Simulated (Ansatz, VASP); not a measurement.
# AlN in two plane-wave programs, part 3 of 3

Aim: how closely do two programs agree when they are given the same cell, functional and k mesh? The cell is taken from a series of runs on this material, whose earlier steps may have relaxed, scaled, displaced or heated it; both programs get it as it stands.

VASP 6.6.1 and Ansatz 0.2.0.

So far: The starting structure; VASP: zone-centre phonons, LDA.

## 3. Ansatz: zone-centre phonons, LDA

Level of this step: Ansatz beside VASP: Kohn-Sham DFT, plane waves, LDA (Ansatz).

Ansatz runs on norm-conserving files, of PseudoDojo where its log says so.

The same cell, functional (in two slightly different forms) and mesh now go to Ansatz.

The input, input.yaml:

```yaml
crystal:
  lattice:
    - [3.079944055, 0.0, 0.0]
    - [-1.5399720275, 2.6673097939, 0.0]
    - [0.0, 0.0, 4.929289799]
  atoms:
    - { symbol: Al, position: [0.3333333333, 0.6666666667, -0.000996343] }
    - { symbol: Al, position: [0.6666666667, 0.3333333333, 0.499003657] }
    - { symbol: "N", position: [0.3333333333, 0.6666666667, 0.380996343] }
    - { symbol: "N", position: [0.6666666667, 0.3333333333, 0.880996343] }
kpoints:
  mp_grid: { grid: [9, 9, 4] }
hamiltonian:
  xc: lda
  pseudopotentials: { kind: nc, accuracy: standard }
scf:
  occupations: { method: fixed }
output:
  eigenvalues: true
basis:
  ecutwfc: 979.61
phonons:
  method: dfpt
  dielectric: true
  rigid_motions: translations
```

The run is started by

```bash
> ansatz run input.yaml --threads 4 --pin off --max-ram 8192MiB --backend cpu --events-out ev --progress --plain --runs-dir out
```

The log of the run:

```text
Warning: basis.ecutwfc = 979.61 eV is below the records' recommended 1142.878222 eV, and the density's cutoff is lower with it unless basis.ecutrho_ratio is high enough to keep the records' density cutoff: compare with a run at a higher cutoff
Engine: ansatz 0.2.0, aarch64-unknown-linux-gnu
Pseudopotentials: kind: nc
Pseudopotential: Al, nc, valence charge 3, recommended cutoff 598.650497 eV (normal), Al.nc.azcp (PseudoDojo's, or run here from an input of PseudoDojo's; its table is named by hamiltonian.pseudopotentials.accuracy)
Pseudopotential: N, nc, valence charge 5, recommended cutoff 1142.878222 eV (normal), N.nc.azcp (PseudoDojo's, or run here from an input of PseudoDojo's; its table is named by hamiltonian.pseudopotentials.accuracy)
Functional definition: SPW92
  exchange = slater_x
  correlation = pw_c
Crystal: 4 atoms, lattice volume = 40.495 Å³
Basis set: ecut = 979.61 eV, 2827 PW (Γ), exchange–correlation on 64×64×108 points (8 copies of the dense FFT grid, shifted against one another)
Bands: 12, of which v1, the nominal top of the filled ones, is band 8 counted from 1 (7 counted from 0)
Symmetry: 12 space group operations
k-points: 95 of 324 (irreducible under 2 space group operations, time reversal used)
Non-local potential: Al, projectors of the file, l = 0: 2, l = 1: 2, l = 2: 2
Non-local potential: N, projectors of the file, l = 0: 2, l = 1: 2
Initial density: superposition of atomic densities (chi_scale 0.1, normalization cell, long waves kept (reshape's long-wave potential 0.00 eV rms))
Initial wavefunctions: pseudopotential atomic-orbital guess
Functional: x = slater, c = lda
SCF iter   1: F=—  HF=-702.208250 eV  |F-HF|=—  |Δ(HF+E_count)|=         —  Δρ=1.50e-1  dr2=1.05e1  ethr=3.10e-3  ⟨swp⟩=5.0  Hψ=6546  notcnv=0  defer=183
preconditioner: auto → none  [insulator: Δε(μ)=5.962 eV  Ē_g=14.534 eV  n_scr=2 (ndim 8)  ℏωp=23.3 eV  f_vac=0.000  ε∞_Penn≈3.6]
SCF iter   2: F=—  HF=-699.395884 eV  |F-HF|=—  |Δ(HF+E_count)|=    2.81e0  Δρ=7.57e-2  dr2=1.37e0  ethr=3.10e-3  ⟨swp⟩=4.7  Hψ=4037  notcnv=0  defer=188
SCF iter   3: F=—  HF=-699.003372 eV  |F-HF|=—  |Δ(HF+E_count)|=   3.93e-1  Δρ=2.15e-2  dr2=9.35e-2  ethr=3.10e-3  ⟨swp⟩=2.4  Hψ=2760  notcnv=0  defer=188
SCF iter   4: F=—  HF=-698.980822 eV  |F-HF|=—  |Δ(HF+E_count)|=   2.25e-2  Δρ=1.32e-3  dr2=2.20e-4  ethr=5.84e-4  ⟨swp⟩=2.0  Hψ=1338  notcnv=0  defer=190
SCF iter   5: F=—  HF=-698.980729 eV  |F-HF|=—  |Δ(HF+E_count)|=   9.34e-5  Δρ=1.63e-4  dr2=4.90e-6  ethr=1.38e-6  ⟨swp⟩=2.0  Hψ=1910  notcnv=0  defer=190
SCF iter   6: F=—  HF=-698.980728 eV  |F-HF|=—  |Δ(HF+E_count)|=   6.59e-7  Δρ=1.41e-5  dr2=3.13e-8  ethr=3.06e-8  ⟨swp⟩=2.3  Hψ=1684  notcnv=0  defer=76
SCF iter   7: F=—  HF=-698.980728 eV  |F-HF|=—  |Δ(HF+E_count)|=   9.22e-8  Δρ=1.34e-6  dr2=4.39e-10  ethr=1.96e-10  ⟨swp⟩=2.7  Hψ=1942  notcnv=0
SCF iter   8: F=-698.980728 eV  HF=-698.980728 eV  |F-HF|=1.71e-12  |Δ(HF+E_count)|=  1.09e-10  Δρ=2.36e-7  dr2=7.50e-12  ethr=1.00e-12  ⟨swp⟩=9.0  Hψ=8675  notcnv=0
SCF 1 converged in 8 iterations: F = -698.980728 eV  dr2 = 7.50e-12
NSCF: frozen V_eff on 4 k-points
DFPT response loops at Γ: preconditioner auto → none (the input reference at scf.mixing.eps_inf says where Resta's filter doesn't serve); β = 0.50; Broyden in place of MSR1
── the response to a field inside a basis, on 10×10×4 k-points: an SCF that follows is theirs, and a resumed run solves both again ──
Bands: 9, of which v1, the nominal top of the filled ones, is band 8 counted from 1 (7 counted from 0)
k-points: 60 of 400 (irreducible under 4 space group operations, time reversal used)
Initial density: handed on by an earlier stage of this run
Initial wavefunctions: pseudopotential atomic-orbital guess (no wavefunctions were taken with the density)
Eigensolver: Dense (60 Hₖ)
SCF iter   1: F=—  HF=-698.980975 eV  |F-HF|=—  |Δ(HF+E_count)|=         —  Δρ=3.20e-4  dr2=4.84e-6  ethr=1.00e-1
preconditioner: auto → none  [insulator: Δε(μ)=5.124 eV  Ē_g=11.266 eV  n_scr=2 (ndim 8)  ℏωp=23.3 eV  f_vac=0.000  ε∞_Penn≈5.3]
SCF iter   2: F=—  HF=-698.980976 eV  |F-HF|=—  |Δ(HF+E_count)|=   1.30e-6  Δρ=1.59e-4  dr2=1.06e-6  ethr=3.03e-8
SCF iter   3: F=—  HF=-698.980977 eV  |F-HF|=—  |Δ(HF+E_count)|=   4.50e-7  Δρ=7.38e-5  dr2=1.89e-7  ethr=6.62e-9
SCF iter   4: F=-698.980977 eV  HF=-698.980977 eV  |F-HF|=6.48e-11  |Δ(HF+E_count)|=   1.45e-7  Δρ=2.66e-6  dr2=4.29e-10  ethr=1.18e-9
SCF 1 converged in 4 iterations: F = -698.980977 eV  dr2 = 4.29e-10
DFPT response loops at Γ: mixed as the last ones told, above
WARN: field response: ε∞ stands inside a basis, on 10×10×4 points; the force constants stand on the 9×9×4 k-mesh, whose period is 12.98 times the interband length at k = (0.0000, 0.0000, 0.0000), direct gap 4.511 eV, under 14: take them and everything formed from them as unconverged, and compare with a denser kpoints.mp_grid
SCF converged after 8 iterations
Free energy (F): -698.980728 eV
Harris-Foulkes:  -698.980728 eV  (|F-HF|=1.71e-12)
Internal energy: -698.980728 eV  (E = F + TS)
E sigma→0 (E₀):  -698.980728 eV
Fermi energy:    7.161996 eV
--- Per-component energies (eV) ---
  E_band       = 30.108743
  E_kinetic    = 449.737453
  E_local      = -430.564397  (includes V_loc(G=0)·N_el)
  E_nonlocal   = -39.114665
  E_hartree    = 151.184223
  E_xc         = -232.250987
  E_vxc        = -252.318068  (∫ρ·V_xc dr)
  E_ewald      = -597.972355
  E_smearing   = -0.000000  (= −TS)
  E_closure    = 0.000000  (closes the sum)
  Σ components = -698.980728   (vs F -698.980728, Δ=0.00e0)
--- Band table (eV; the first three rows and the last of 95) ---
  k-point 0: bands = [... 4 lower, 6.2661, 6.9317, 6.9317, 7.1620, 11.6731, 13.9804, 17.8819, 18.3563]
  k-point 1: bands = [... 4 lower, 6.3588, 6.3588, 6.8294, 6.8294, 12.5943, 14.1165, 17.5376, 18.3256]
  k-point 2: bands = [... 4 lower, 6.5892, 6.5892, 6.5892, 6.5892, 13.8514, 13.8514, 17.5620, 17.5620]
  k-point 94: bands = [... 4 lower, 4.5039, 4.5039, 6.0467, 6.0467, 13.7580, 13.7580, 16.5588, 16.5588]
--- Phonons (Γ-DFPT): 4 representative perturbations + reference, on 95 of 324 k-points (Σ response iterations 12) ---
  k mesh reduced under 2 symmetry operations, with k and −k counted as one. Each operation leaves every solved perturbation unchanged. A smaller set is not considered because the run solves the response to a homogeneous field
  ASR residual: 1.404e-4 → 0.000e0 eV/Å²; symmetrization residual: 1.487e-6 eV/Å²
  ASR residual per site (eV/Å²): 2.92e-5 2.92e-5 1.40e-4 1.40e-4
  Γ frequencies (cm⁻¹): 0.00 0.00 0.00 241.58 241.58 555.72 626.76 674.89 674.89 685.25 685.25 737.80
  ε∞ (high-frequency dielectric tensor):
        4.343469     0.000000     0.000000
        0.000000     4.343469     0.000000
        0.000000     0.000000     4.561764
  ε⁰ (static dielectric tensor: ions relaxed, cell fixed):
        7.873854    -0.000000     0.000000
       -0.000000     7.873854    -0.000000
        0.000000    -0.000000     9.348531
  ε⁰ − ε∞ (ionic part):
        3.530385    -0.000000     0.000000
       -0.000000     3.530385    -0.000000
        0.000000    -0.000000     4.786767
  softest optical mode at Γ: 241.58 cm⁻¹; the repairs (sum rule, projections) moved no ω² at Γ by more than (1.75 cm⁻¹)²
  Born effective charges Z* (e; rows j = field, columns β = displacement):
    site 0:
         2.50790    0.00000    0.00000
        -0.00000    2.50790    0.00000
         0.00000    0.00000    2.67098
    site 1:
         2.50790    0.00000   -0.00000
        -0.00000    2.50790   -0.00000
        -0.00000    0.00000    2.67098
    site 2:
        -2.50790    0.00000    0.00000
         0.00000   -2.50790   -0.00000
        -0.00000   -0.00000   -2.67098
    site 3:
        -2.50790    0.00000   -0.00000
         0.00000   -2.50790    0.00000
        -0.00000   -0.00000   -2.67098
  Z* charge neutrality: 2.224e-3 e pre-enforcement
  solved inside a basis spanned on kpoints, on 10×10×4 k-points, its susceptibility summed on 12×12×6: ε∞ is read to err by 1.3e-2, Z* by 1.2e-2 e (field_mesh: kpoints solves on kpoints); Z* is corrected for what the basis lacks
  optical modes at Γ without the LO–TO term, one row a degenerate level:
      ω (cm⁻¹)  modes    IR ((D/Å)²/amu)
        241.58      2             0.0000
        555.72      1             0.0000
        626.76      1            35.7014
[...]
optical modes at Γ + LO–TO along q̂ = [1.0000, 0.0000, 0.0000]:
      ω (cm⁻¹)  modes    IR ((D/Å)²/amu)
[...]
optical modes at Γ + LO–TO along q̂ = [0.0000, 1.0000, 0.0000]:
      ω (cm⁻¹)  modes    IR ((D/Å)²/amu)
[...]
737.80      1             0.0000
        922.62      1            31.4747
  optical modes at Γ + LO–TO along q̂ = [0.0000, 0.0000, 1.0000]:
      ω (cm⁻¹)  modes    IR ((D/Å)²/amu)
        241.58      2             0.0000
        555.72      1             0.0000
        674.89      2             0.0000
        685.25      2            62.9494
        737.80      1             0.0000
        897.23      1            35.7014
```

The column dr2 measures how far the density is from self-consistency, as an energy; F and HF (Harris–Foulkes) agree once it is small.

## 4. Differences

Known differences besides the potentials themselves: the two LDA forms differ slightly; fixed occupations in Ansatz, narrow Gaussian smearing in VASP; VASP's response is taken on the typed mesh, Ansatz refines its own for the field response alone; the cutoff is 979.61 eV in Ansatz and 600 eV in VASP; VASP's log shows a relativistic correction to its local exchange, Ansatz's none; Ansatz's log warns that its cutoff lies below the recommended one. Total energies have different zeros and are not compared.

The two programs side by side:

| quantity | Ansatz | VASP | difference |
| --- | --- | --- | --- |
| ε∞ xx | 4.34 | 4.38 | -0.92 % |
| ε∞ yy | 4.34 | 4.38 | -0.92 % |
| ε∞ zz | 4.56 | 4.60 | -0.92 % |
| Born charge of Al1 (mean of the diagonal) (e) | 2.56 | 2.56 | 0.00 |
| Born charge of N3 (mean of the diagonal) (e) | -2.56 | -2.56 | 0.00 |
| optical mode 1 to 2 (cm⁻¹) | 241.6 | 239.0 | +1.10 % |
| optical mode 3 (cm⁻¹) | 555.7 | 559.8 | -0.72 % |
| optical mode 4 (cm⁻¹) | 626.8 | 634.2 | -1.18 % |
| optical mode 5 to 6 (cm⁻¹) | 674.9 | 683.4 | -1.25 % |
| optical mode 7 to 8 (cm⁻¹) | 685.2 | 693.1 | -1.14 % |
| optical mode 9 (cm⁻¹) | 737.8 | 742.0 | -0.57 % |

Modes are paired by rising frequency, not by their patterns, so a pair may set unlike modes beside each other; they are those without the splitting of longitudinal modes.

## 5. Summary of results

| Item | Value |
| --- | --- |
| r.m.s. difference of the optical zone-centre modes, each program's sorted by frequency (zone-centre phonons, LDA) | 6.4 cm⁻¹ |
| difference in optical mode 5 to 6 (zone-centre phonons, LDA) | -1.2 % |

The r.m.s. difference of the optical zone-centre modes, each program's sorted by frequency is 6.4 cm⁻¹ (zone-centre phonons, LDA). Among the rows given in per cent, the largest difference of the zone-centre phonons, LDA pair is in optical mode 5 to 6, -1.2 %. Such differences can come from data sets, numerical settings and the points named under the comparisons, not from the functional's error against experiment.

[Lines on the potential files, build, host, timing and source positions are cut from VASP's logs without a mark.]

[Logs are printed without paths, hosts, clocks, repeated set-up lines and the standing remarks that a program may print on its own settings, such as how far it seeks lower states.]

[Hosts, paths, dates, database ids (printed as entryN), source tags and the programs' standing remarks are cut or masked in the printed files.]
